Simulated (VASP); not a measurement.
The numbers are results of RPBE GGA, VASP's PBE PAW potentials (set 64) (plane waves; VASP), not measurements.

A VASP calculation is set up with these files.

### KPOINTS
```
Regular mesh
0
G
 12 12 7
0 0 0
```

### INCAR
```
SYSTEM = Tl
EDIFFG = -0.01
NELM = 100
LWAVE = .FALSE.
ISIF = 4
LREAL = .FALSE.
IBRION = 2   # conjugate gradients
ENCUT = 520   # plane-wave cut-off (eV)
SIGMA = 0.1   # width (eV)
NSW = 30   # most ionic steps
EDIFF = 1E-7   # SCF stop (eV)
PREC = Accurate
LASPH = .TRUE.
LMAXMIX = 4
LCHARG = .FALSE.
ALGO = Normal
ISMEAR = 1   # Methfessel-Paxton
GGA = RP   # RPBE
```

POSCAR:
```
Tl
1
    1.8648883577    -3.2300815088     0.0000000000
    1.8648883577     3.2300815088     0.0000000000
    0.0000000000     0.0000000000     5.9013327539
Tl
2
Direct
  0.3333330000   0.6666670000   0.2500000000
  0.6666670000   0.3333330000   0.7500000000
```

POTCAR, in this order: Tl_d (PBE.64 set). Program: vasp_std.

Output of the run:

File OSZICAR:
```
       N       E                     dE             d eps       ncg     rms          rms(c)
DAV:   1     0.125252989313E+03    0.12525E+03   -0.13964E+04  2592   0.139E+03
DAV:   2    -0.128468717593E+01   -0.12654E+03   -0.12505E+03  2755   0.285E+02
DAV:   3    -0.365395978756E+01   -0.23693E+01   -0.23437E+01  3012   0.339E+01
DAV:   4    -0.367382226959E+01   -0.19862E-01   -0.19855E-01  2902   0.289E+00
DAV:   5    -0.367407865738E+01   -0.25639E-03   -0.25639E-03  2935   0.352E-01    0.162E+00
DAV:   6    -0.365989990294E+01    0.14179E-01   -0.33168E-02  2760   0.145E+00    0.120E+00
DAV:   7    -0.365882814528E+01    0.10718E-02   -0.17507E-02  2672   0.106E+00    0.430E-01
DAV:   8    -0.365896939431E+01   -0.14125E-03   -0.13721E-03  2682   0.291E-01    0.274E-02
DAV:   9    -0.365900428815E+01   -0.34894E-04   -0.39439E-05  2946   0.520E-02    0.154E-02
DAV:  10    -0.365901060418E+01   -0.63160E-05   -0.69613E-06  2697   0.214E-02    0.125E-03
DAV:  11    -0.365901090089E+01   -0.29670E-06   -0.16361E-07  2428   0.210E-03    0.416E-04
DAV:  12    -0.365901097570E+01   -0.74811E-07   -0.78865E-09  1394   0.737E-04
   1 F= -.36590110E+01 E0= -.36588436E+01  d E =-.365901E+01
       N       E                     dE             d eps       ncg     rms          rms(c)
DAV:   1    -0.368579391670E+01   -0.26783E-01   -0.10290E+00  2607   0.786E+00    0.659E-01
DAV:   2    -0.367152249260E+01    0.14271E-01   -0.86180E-03  2657   0.102E+00    0.406E-01
DAV:   3    -0.366363476586E+01    0.78877E-02   -0.14596E-02  2650   0.125E+00    0.478E-02
DAV:   4    -0.366365934537E+01   -0.24580E-04   -0.77103E-04  2653   0.267E-01    0.279E-02
DAV:   5    -0.366366418510E+01   -0.48397E-05   -0.81273E-06  2903   0.255E-02    0.750E-03
DAV:   6    -0.366366284953E+01    0.13356E-05   -0.29046E-06  2685   0.184E-02    0.171E-03
DAV:   7    -0.366366283723E+01    0.12299E-07   -0.17807E-07  1782   0.438E-03
   2 F= -.36636628E+01 E0= -.36635652E+01  d E =-.465186E-02
       N       E                     dE             d eps       ncg     rms          rms(c)
DAV:   1    -0.386574801158E+01   -0.20209E+00   -0.93475E+00  2617   0.237E+01    0.199E+00
DAV:   2    -0.373944706197E+01    0.12630E+00   -0.75293E-02  2644   0.267E+00    0.123E+00
DAV:   3    -0.366962456386E+01    0.69822E-01   -0.12537E-01  2670   0.324E+00    0.151E-01
DAV:   4    -0.366965567341E+01   -0.31110E-04   -0.57716E-03  2630   0.705E-01    0.765E-02
DAV:   5    -0.366969298709E+01   -0.37314E-04   -0.69163E-05  2928   0.774E-02    0.296E-02
DAV:   6    -0.366968398956E+01    0.89975E-05   -0.26341E-05  2685   0.542E-02    0.326E-03
DAV:   7    -0.366968410945E+01   -0.11989E-06   -0.11241E-06  2687   0.988E-03    0.141E-03
DAV:   8    -0.366968413227E+01   -0.22816E-07   -0.20785E-07  2038   0.405E-03
   3 F= -.36696841E+01 E0= -.36698555E+01  d E =-.106732E-01
```

### OUTCAR
```
------------------------ aborting loop because EDIFF is reached ----------------------------------------
  FORCE on cell =-STRESS in cart. coord.  units (eV):
  Direction    XX          YY          ZZ          XY          YZ          ZX
  --------------------------------------------------------------------------------------
  Total       -0.4067762     -0.4067762     -0.4097699      0.0000000      0.0000000      0.0000000
  in kB       -9.1668407     -9.1668413     -9.2343056      0.0000000      0.0000000      0.0000000
  external PRESSURE =      -9.1893292 kB  Pullay stress =       0.0000000 kB
  volume of cell :       71.10
      direct lattice vectors                 reciprocal lattice vectors
     1.899048069 -3.289247860  0.000000000     0.263289807 -0.152010436 -0.000000000
     1.899048069  3.289247860  0.000000000     0.263289807  0.152010436 -0.000000000
     0.000000000  0.000000000  5.690938133    -0.000000000 -0.000000000  0.175717953
 POSITION                                       TOTAL-FORCE (eV/Angst)
 -----------------------------------------------------------------------------------
      1.89905      1.09642      1.42273        -0.000000     -0.000000     -0.000000
      1.89905     -1.09642      4.26820         0.000000      0.000000      0.000000
 -----------------------------------------------------------------------------------
    total drift:                               -0.000000      0.000509      0.000010
  FREE ENERGIE OF THE ION-ELECTRON SYSTEM (eV)
  ---------------------------------------------------
  free  energy   TOTEN  =        -3.6696841323 eV

  energy  without entropy=       -3.6701981321  energy(sigma->0) =       -3.66985547

 reached required accuracy - stopping structural energy minimisation
```
(Selected blocks of OUTCAR.)

File CONTCAR:
```
Tl
   1.00000000000000
     1.8990480686868529   -3.2892478597616588    0.0000000000000000
     1.8990480686868529    3.2892478597616588    0.0000000000000000
     0.0000000000000001    0.0000000000000000    5.6909381327041828
  Tl
     2
Direct
     0.3333330000000032    0.6666669999999968    0.2500000000000000
     0.6666669999999968    0.3333330000000032    0.7500000000000000
```

The compound is Tl in the hcp structure. This cell is one point of a volume scan, at 1.06 of the reference volume. Symmetry was kept, so distortions that lower it aren't found.
